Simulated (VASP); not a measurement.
Here is the system:

```
Cr
1.0
    2.79615     0.00000     0.00000
    0.00000     2.79615     0.00000
    0.00000     0.00000     2.79615
Cr
2
Direct
  0.00000   0.00000   0.00000
  0.50000   0.50000   0.50000
```

Method: optB86b-vdW, VASP's PBE PAW potentials (set 64) (plane waves; VASP 6.6.1). Run with 520 eV cut-off, 13×13×13 Γ-centred mesh, first-order Methfessel-Paxton smearing of 0.10 eV, potentials Cr_pv.

**Question.** Give the stress tensor in GPa (positive for a compressed cell).

**Answer.** 
```
9.31  0.00  0.00
0.00  9.31  0.00
0.00  0.00  9.31
```
The pressure is its mean diagonal, 9.31 GPa.

The compound is Cr in the bcc, AFM order structure. This cell is one point of a volume scan, at 0.97 of the reference volume. The run is not spin-polarised, so no magnetic state was tried.
